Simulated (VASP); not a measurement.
Here is the system:

```yaml
crystal:
  lattice:
    - [0.00000, 2.70300, 2.70300]
    - [2.70300, 0.00000, 2.70300]
    - [2.70300, 2.70300, 0.00000]
  atoms:
    - { symbol: Si, position: [0.25000, 0.25000, 0.25000] }
    - { symbol: Si, position: [0.75000, 0.75000, 0.75000] }
    - { symbol: Ni, position: [0.00000, 0.00000, 0.00000], spin: 2.0 }
```

All values below come from PBE GGA, VASP's PBE PAW potentials (set 64) (plane waves; VASP). Settings: 300 eV cut-off, 9×9×9 Γ-centred mesh, Gaussian smearing of 0.050 eV, potentials Si Ni.

At this cut-off the stress carries a Pulay error, which pulls relaxed volumes low.

Question: Predict the cell moment, energy per atom (σ→0), pressure, band gap (on the k-mesh) with the smallest direct gap where there is one.

Answer: 
```json
{
 "band gap (on the k-mesh)": "none (metal, semimetal or under 0.01 eV)",
 "cell_moment": "0.00 μB",
 "energy per atom (σ→0)": "-5.786 eV/atom",
 "pressure": "3.64 GPa"
}
```

Only differences to runs with the same potentials and settings are physical.

The structure comes from a measured Si2Ni entry (Fm-3m) of the Crystallography Open Database, whose conditions weren't checked. The cell was not relaxed at this level.
